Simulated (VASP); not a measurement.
# NaAg3 in VASP: further runs, part 2 of 2

VASP 6.6.1. Earlier steps stand in the parts before.

## (4) Single point, LDA

File INCAR:

```
SYSTEM = NaAg3
ALGO     = Normal         ! electronic algorithm
EDIFF    = 1E-6           ! SCF threshold, eV
ENCUT    = 520            ! plane-wave cutoff, eV
ISIF     = 2              ! what is computed and relaxed
ISMEAR   = -1             ! smearing method
LASPH    = .True.         ! aspherical terms in the spheres
LCHARG   = .False.        ! write CHGCAR
LREAL    = .False.        ! projectors in reciprocal space
LWAVE    = .False.        ! write WAVECAR
NBANDS   = 28             ! bands
NELM     = 100            ! most SCF steps
PREC     = Accurate       ! precision mode
SIGMA    = 0.01           ! smearing width, eV
```

File KPOINTS:

```
k-points
0
Gamma
  4 4 4
  0 0 0
```

File POSCAR:

```
NaAg3
1.0
    4.2441940000      0.0000000000      0.0000000000
    0.0000000000      4.2441940000      0.0000000000
    0.0000000000      0.0000000000      4.2441940000
Na Ag
1 3
Direct
    0.0000000000      0.0000000000      0.0000000000
    0.0000000000      0.5000000000      0.5300000000
    0.5000000000      0.0000000000      0.5000000000
    0.5000000000      0.5000000000      0.0000000000
```

Potentials or basis: VASP PAW LDA potentials, release 64 (Na_pv, Ag).

On the command line:

```console
> cat potpaw_LDA.64/Na_pv/POTCAR potpaw_LDA.64/Ag/POTCAR > POTCAR
> mpirun -np 1 vasp_std > vasp.out
```

OUTCAR:

```text
SYSTEM = NaAg3
   EDIFF = 1E-6
   ENCUT = 520
   ISIF = 2
   ISMEAR = -1
   LASPH = .True.
   LREAL = .False.
   NELM = 100
   PREC = Accurate

 ion  position               nearest neighbor table
   1  0.000  0.000  0.000-   2 2.91   2 2.91   4 3.00   3 3.00   3 3.00   4 3.00   3 3.00   4 3.00
                             3 3.00   4 3.00   2 3.09   2 3.09
   2  0.000  0.500  0.530-   1 2.91   4 2.91   1 2.91   4 2.91   3 3.00   3 3.00   3 3.00   3 3.00
                             1 3.09   4 3.09   4 3.09   1 3.09
   3  0.500  0.000  0.500-   1 3.00   4 3.00   1 3.00   4 3.00   4 3.00   4 3.00   1 3.00   1 3.00
                             2 3.00   2 3.00   2 3.00   2 3.00
   4  0.500  0.500  0.000-   2 2.91   2 2.91   3 3.00   3 3.00   1 3.00   3 3.00   3 3.00   1 3.00
                             1 3.00   1 3.00   2 3.09   2 3.09

  LATTYP: Found a simple cubic cell.
 ALAT       =     4.2441940000

  Lattice vectors:

 A1 = (   4.2441940000,   0.0000000000,   0.0000000000)
 A2 = (   0.0000000000,   4.2441940000,   0.0000000000)
 A3 = (   0.0000000000,   0.0000000000,   4.2441940000)

Analysis of symmetry for initial positions (statically):
=====================================================================
 Subroutine PRICEL returns:
 Original cell was already a primitive cell.

[... 178 lines left out ...]
 Fermi energy:         5.5849793699

 k-point     1 :       0.0000    0.0000    0.0000
  band No.  band energies     occupation
      1     -17.9549      2.00000
      2     -17.9546      2.00000
      3     -17.9536      2.00000
      4      -1.0922      2.00000
      5      -0.1969      2.00000
      6       0.0496      2.00000
[... 733 lines left out ...]
     27      18.1450      0.00000
     28      18.1724      0.00000

 [... further k-points ...]

------------------------ aborting loop because EDIFF is reached ----------------------------------------

  FORCE on cell =-STRESS in cart. coord.  units (eV):
  Direction    XX          YY          ZZ          XY          YZ          ZX
  --------------------------------------------------------------------------------------
  -------------------------------------------------------------------------------------
  Total       -3.5419521     -3.4925279     -3.4476494      0.0000000      0.0000000      0.0000000
  in kB      -74.2279695    -73.1921979    -72.2516867      0.0000000      0.0000000      0.0000000
  external PRESSURE =     -73.2239514 kB  Pullay stress =       0.0000000 kB

 VOLUME and BASIS-vectors are now :
 -----------------------------------------------------------------------------
  energy-cutoff  :      520.00
  volume of cell :       76.45
      direct lattice vectors                 reciprocal lattice vectors
     4.244194000  0.000000000  0.000000000     0.235615997  0.000000000  0.000000000
     0.000000000  4.244194000  0.000000000     0.000000000  0.235615997  0.000000000
     0.000000000  0.000000000  4.244194000     0.000000000  0.000000000  0.235615997

 POSITION                                       TOTAL-FORCE (eV/Angst)
 -----------------------------------------------------------------------------------
      0.00000      0.00000      0.00000         0.000000      0.000000      0.182108
      0.00000      2.12210      2.24942         0.000000      0.000000     -0.332694
      2.12210      0.00000      2.12210         0.000000      0.000000      0.049037
      2.12210      2.12210      0.00000         0.000000      0.000000      0.101549
 -----------------------------------------------------------------------------------
    total drift:                                0.000000     -0.000000     -0.000048

  FREE ENERGIE OF THE ION-ELECTRON SYSTEM (eV)
  ---------------------------------------------------
  free  energy   TOTEN  =       -12.2326328159 eV

  energy  without entropy=      -12.2289836188  energy(sigma->0) =      -12.23080822
```

OSZICAR:

```text
N       E                     dE             d eps       ncg     rms          rms(c)
DAV:   1     0.301521298726E+03    0.30152E+03   -0.20193E+04  1528   0.151E+03
DAV:   2    -0.918255829870E+00   -0.30244E+03   -0.28926E+03  1528   0.366E+02
DAV:   3    -0.130992704907E+02   -0.12181E+02   -0.12054E+02  1672   0.795E+01
DAV:   4    -0.132302526945E+02   -0.13098E+00   -0.13087E+00  1708   0.786E+00
DAV:   5    -0.132329292401E+02   -0.26765E-02   -0.26764E-02  1668   0.110E+00    0.666E+00
DAV:   6    -0.122684231489E+02    0.96451E+00   -0.38200E+00  1648   0.149E+01    0.416E+00
DAV:   7    -0.122467552720E+02    0.21668E-01   -0.67619E-02  1624   0.190E+00    0.231E+00
DAV:   8    -0.122328239248E+02    0.13931E-01   -0.31936E-03  1796   0.454E-01    0.114E-01
DAV:   9    -0.122326326585E+02    0.19127E-03   -0.44075E-04  1708   0.179E-01    0.264E-02
DAV:  10    -0.122326317327E+02    0.92578E-06   -0.33934E-05  1660   0.542E-02    0.139E-02
DAV:  11    -0.122326328887E+02   -0.11559E-05   -0.25992E-06  1380   0.145E-02    0.418E-03
DAV:  12    -0.122326328159E+02    0.72736E-07   -0.47524E-07   976   0.669E-03
   1 F= -.12232633E+02 E0= -.12230808E+02  d E =-.364920E-02
```

stdout:

```text
POSCAR found type information on POSCAR NaAg
 POSCAR found :  2 types and       4 ions
 scaLAPACK will be used
 LDA part: xc-table for (Slater(with rela. corr.)+CA(PZ))
 , standard interpolation
 POSCAR, INCAR and KPOINTS ok, starting setup
 FFT: planning ... GRIDC
 FFT: planning ... GRID_SOFT
 FFT: planning ... GRID
 WAVECAR not read
 entering main loop
```

Run time: 22 s. Hardware: 1 thread of Intel Xeon Platinum 8488C (Sapphire Rapids), shared host; peak memory 0.18 GiB.

What came out:

```yaml
Free_energy: -12.2326 eV
Pressure: -7.3 GPa
Largest_force: 0.333 eV/Å
Band_gap_on_the_k_mesh: none (metal or under the smearing width)
```

Forces in eV/Å, atoms in the order of the input:
```
Na   0.000  0.000  0.182
Ag   0.000  0.000 -0.333
Ag   0.000  0.000  0.049
Ag   0.000  0.000  0.102
```

Caveat: the k mesh is coarse (spacing up to 0.37 Å⁻¹), so the values aren't converged.
